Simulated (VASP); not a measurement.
A run of VASP 6.6.1 is set up as follows.

Contents of INCAR:

```
PREC = Accurate
ENCUT = 600
EDIFF = 1E-7
ISMEAR = -1
SIGMA = 0.05
LREAL = F
LASPH = T
NELM = 150
ALGO = Normal
ISIF = 3
LWAVE = F
LCHARG = F
ISPIN = 2
MAGMOM = 1 0 0 1
LORBIT = 11
LMAXMIX = 6
LDAU = T
LDAUTYPE = 2
LDAUL = 3 -1 2
LDAUU = 8 0 8
LDAUJ = 0 0 0
LDAUPRINT = 1
GGA = PS
IBRION = 2
NSW = 60
EDIFFG = -0.02
```

File KPOINTS:

```
Automatic mesh
0
Gamma
  5 5 5
```

File POSCAR:

```
CeZn2Ni
1.0
    3.8643900000      0.0000000000      0.0000000000
    0.0000000000      3.8643900000      0.0000000000
    0.0000000000      0.0000000000      4.9192680000
Ce Zn Ni
1 2 1
Direct
    0.0000000000      0.0000000000      0.0000000000
    0.0000000000      0.5000000000      0.5000000000
    0.5000000000      0.0000000000      0.5000000000
    0.5000000000      0.5000000000      0.0000000000
```

Potentials or basis: VASP PAW PBE potentials, release 64 (Ce, Zn, Ni).

Launch:

```console
$ cat potpaw_PBE.64/Ce/POTCAR potpaw_PBE.64/Zn/POTCAR potpaw_PBE.64/Ni/POTCAR > POTCAR
$ mpirun -np 1 vasp_std > vasp.out
```

(1) Predict the relaxed volume.

(2) Estimate the net moment.

(3) Predict the relaxed cell.

## Answers

(1) 17.08 Å³/atom.

(2) 0.00 μB per cell.

(3) a = 3.785 Å, b = 3.785 Å, c = 4.767 Å, α = 90.00°, β = 90.00°, γ = 90.00°.

Caveat: the magnetic or orbital state may not be the lowest; the PAW data sets were made with another functional, which shifts forces and pressure a little.
